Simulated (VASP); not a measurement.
Calculation: PBEsol GGA, VASP's PBE PAW potentials (set 64) (plane waves; VASP 6.6.1).

Input for VASP

**POSCAR**
```
As
1
   -2.6456786882     2.6456786882     1.3865875968
    2.6456786882    -2.6456786882     1.3865875968
    2.6456786882     2.6456786882    -1.3865875968
As
2
Direct
  0.7500000000   0.2500000000   0.5000000000
  0.0000000000   0.0000000000   1.0000000000
```

### INCAR
```
SYSTEM = As
PREC = Accurate; ENCUT = 400; LREAL = .FALSE.
LASPH = .TRUE.
EDIFF = 1E-6; NELM = 100; ALGO = Normal
LMAXMIX = 4
ISMEAR = 1; SIGMA = 0.1
GGA = PS
IBRION = 2; NSW = 60; ISIF = 3
EDIFFG = -0.01
LWAVE = .FALSE.; LCHARG = .FALSE.
```

### KPOINTS
```
Automatic mesh
0
G
  13 13 13
0 0 0
```

POTCAR, in this order: As (PBE.64 set). Program: vasp_std.

The run wrote:

File OSZICAR:
```
       N       E                     dE             d eps       ncg     rms          rms(c)
DAV:   1     0.162644129366E+02    0.16264E+02   -0.38625E+03  3528   0.767E+02
DAV:   2    -0.915540484030E+01   -0.25420E+02   -0.24547E+02  5797   0.106E+02
DAV:   3    -0.983777457831E+01   -0.68237E+00   -0.66798E+00  3965   0.188E+01
DAV:   4    -0.984175328047E+01   -0.39787E-02   -0.39739E-02  4394   0.131E+00
DAV:   5    -0.984176495894E+01   -0.11678E-04   -0.11675E-04  3911   0.522E-02    0.315E+00
DAV:   6    -0.983600769732E+01    0.57573E-02   -0.11557E-03  3823   0.274E-01    0.186E+00
DAV:   7    -0.983245029862E+01    0.35574E-02   -0.27865E-03  3685   0.420E-01    0.597E-02
DAV:   8    -0.983245523208E+01   -0.49335E-05   -0.55924E-05  3793   0.651E-02    0.866E-03
DAV:   9    -0.983245549155E+01   -0.25947E-06   -0.90791E-07  2587   0.881E-03
   1 F= -.98324555E+01 E0= -.98324369E+01  d E =-.983246E+01
       N       E                     dE             d eps       ncg     rms          rms(c)
DAV:   1    -0.983253220570E+01   -0.76974E-04   -0.18402E-03  3804   0.261E-01    0.368E-02
DAV:   2    -0.983249133538E+01    0.40870E-04   -0.33213E-05  3688   0.447E-02    0.201E-02
DAV:   3    -0.983247218362E+01    0.19152E-04   -0.41310E-05  3893   0.379E-02    0.408E-03
DAV:   4    -0.983247222835E+01   -0.44733E-07   -0.16018E-07  1937   0.392E-03
   2 F= -.98324722E+01 E0= -.98324470E+01  d E =-.167368E-04
       N       E                     dE             d eps       ncg     rms          rms(c)
DAV:   1    -0.983248090873E+01   -0.87251E-05   -0.15884E-04  3794   0.769E-02    0.109E-02
DAV:   2    -0.983247762601E+01    0.32827E-05   -0.29044E-06  3583   0.132E-02    0.593E-03
DAV:   3    -0.983247633878E+01    0.12872E-05   -0.36233E-06  3489   0.112E-02    0.122E-03
DAV:   4    -0.983247632630E+01    0.12478E-07   -0.14660E-08  1841   0.120E-03
   3 F= -.98324763E+01 E0= -.98324530E+01  d E =-.208347E-04
```

### OUTCAR
```
------------------------ aborting loop because EDIFF is reached ----------------------------------------
  FORCE on cell =-STRESS in cart. coord.  units (eV):
  Direction    XX          YY          ZZ          XY          YZ          ZX
  --------------------------------------------------------------------------------------
  Total        0.0048779      0.0048779     -0.0141406      0.0000000      0.0000000      0.0000000
  in kB        0.2010236      0.2010236     -0.5827471      0.0000000      0.0000000      0.0000000
  external PRESSURE =      -0.0602333 kB  Pullay stress =       0.0000000 kB
  volume of cell :       38.88
      direct lattice vectors                 reciprocal lattice vectors
    -2.647117102  2.647117102  1.387053080     0.000000000  0.188884730  0.360476471
     2.647117102 -2.647117102  1.387053080     0.188884730  0.000000000  0.360476471
     2.647117102  2.647117102 -1.387053080     0.188884730  0.188884730  0.000000000
 POSITION                                       TOTAL-FORCE (eV/Angst)
 -----------------------------------------------------------------------------------
      0.00000      2.64712      0.69353         0.000000     -0.000000      0.000000
     -0.00000      0.00000      0.00000        -0.000000      0.000000     -0.000000
 -----------------------------------------------------------------------------------
    total drift:                               -0.000000     -0.000000     -0.000000
  FREE ENERGIE OF THE ION-ELECTRON SYSTEM (eV)
  ---------------------------------------------------
  free  energy   TOTEN  =        -9.8324763263 eV

  energy  without entropy=       -9.8324063982  energy(sigma->0) =       -9.83245302

 reached required accuracy - stopping structural energy minimisation
```
(Selected blocks of OUTCAR.)

CONTCAR:
```
As
   1.00000000000000
    -2.6471171017190640    2.6471171017190640    1.3870530802260830
     2.6471171017190640   -2.6471171017190640    1.3870530802260830
     2.6471171017190640    2.6471171017190640   -1.3870530802260830
  As
     2
Direct
     0.7500000000000000    0.2500000000000000    0.5000000000000000
     0.0000000000000000    0.0000000000000000    0.0000000000000000
```

File OUTCAR:
```
 val. band max:        6.1752686261   @ k =  -0.3846  -0.4615   0.2308

 cond. band min:       6.2097913249   @ k =  -0.2308   0.3077   0.1538


 Fermi energy:         6.1919306870

 k-point     1 :       0.0000    0.0000    0.0000
  band No.  band energies     occupation
      1      -8.9983      2.00000
      2      -2.1192      2.00000
      3       1.9803      2.00000
      4       1.9803      2.00000
      5       8.5712      0.00000
      6      10.3961      0.00000
      7      10.3961      0.00000
      8      11.5468      0.00000
      9      11.7001      0.00000

 k-point     2 :       0.0769    0.0000   -0.0000
  band No.  band energies     occupation
      1      -8.8617      2.00000
      2      -2.1483      2.00000
      3       2.0021      2.00000
      4       2.2597      2.00000
      5       8.8133      0.00000
      6       9.8913      0.00000
      7      10.4226      0.00000
      8      10.6416      0.00000
      9      10.6965      0.00000

 k-point     3 :       0.1538    0.0000    0.0000
  band No.  band energies     occupation
      1      -8.4540      2.00000
      2      -2.1832      2.00000
      3       2.0832      2.00000
      4       3.0236      2.00000
      5       8.0982     -0.00000
      6       8.6809      0.00000
      7       9.4899      0.00000
      8       9.6056      0.00000
      9      10.4358      0.00000

 k-point     4 :       0.2308   -0.0000    0.0000
  band No.  band energies     occupation
      1      -7.7829      2.00000
      2      -2.1427      2.00000
      3       2.2548      2.00000
      4       4.0692      2.00000
      5       5.7684      2.00000
      6       6.7720     -0.00000
      7       8.8176      0.00000
      8       9.8523      0.00000
      9      10.8473      0.00000

 k-point     5 :       0.3077    0.0000    0.0000
  band No.  band energies     occupation
      1      -6.8680      2.00000
      2      -2.0181      2.00000
      3       2.5301      2.00000
...
```

The structure was generated: As was put into the beta-Sn type (I4_1/amd), which need not be its known phase. This run relaxes it. Symmetry was kept, so distortions that lower it aren't found. The start is the result of an earlier pass.
